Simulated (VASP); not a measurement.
Calculation: vdW-DF-cx, VASP's PBE PAW potentials (set 64) (plane waves; VASP).

VASP input:

**INCAR**
```
PREC=Accurate
ALGO=Normal   # blocked Davidson
LCHARG=.TRUE.
LORBIT=11   # lm-projected
SYSTEM=Dy
LASPH=.TRUE.
EDIFF=1E-7
ISIF=2
AGGAC=0.0
ISMEAR=-5
LREAL=.FALSE.   # projection in real space or not
GGA=CX
NELM=100
LMAXMIX=6   # l cut-off of mixed one-centre charges
ENCUT=520   # plane-wave cut-off (eV)
LWAVE=.FALSE.
LUSE_VDW=.TRUE.
NEDOS=601   # DOS grid
```

KPOINTS:
```
Automatic
0
Gamma
13 13 8
```

POSCAR:
```
Dy
1
    1.7783054479    -3.0801151931     0.0000000000
    1.7783054479     3.0801151931     0.0000000000
    0.0000000000     0.0000000000     5.5045622904
Dy
2
Direct
  0.3333330000   0.6666670000   0.2500000000
  0.6666670000   0.3333330000   0.7500000000
```

POTCAR, in this order: Dy_3 (PBE.64 set). Program: vasp_std.

The 4f electrons are frozen in the core of the lanthanide potential, so 4f levels, which can set the real gap, and their magnetism are missing.

Problem. Predict the energy per atom (σ→0), band gap (on the k-mesh).

Solution. 
```json
{
  "energy per atom (σ→0)": "-2.197 eV/atom",
  "band gap (on the k-mesh)": "none (metal, semimetal or under 0.01 eV)"
}
```

**OSZICAR**
```
...
DAV:   7    -0.439391756592E+01   -0.11421E-01   -0.41947E-02  4112   0.201E+00    0.262E-01
DAV:   8    -0.439371193067E+01    0.20564E-03   -0.23243E-03  3460   0.394E-01    0.697E-02
DAV:   9    -0.439373141607E+01   -0.19485E-04   -0.22105E-04  3367   0.133E-01    0.320E-02
DAV:  10    -0.439372877158E+01    0.26445E-05   -0.41319E-05  3536   0.528E-02    0.430E-02
DAV:  11    -0.439372842486E+01    0.34672E-06   -0.53737E-06  3240   0.188E-02    0.210E-03
DAV:  12    -0.439372857755E+01   -0.15269E-06   -0.60088E-07  3455   0.711E-03    0.375E-03
DAV:  13    -0.439372857652E+01    0.10305E-08   -0.60420E-08  1810   0.216E-03
   1 F= -.43937286E+01 E0= -.43937286E+01  d E =0.000000E+00
```

The compound is Dy in the hcp structure. It was relaxed first.
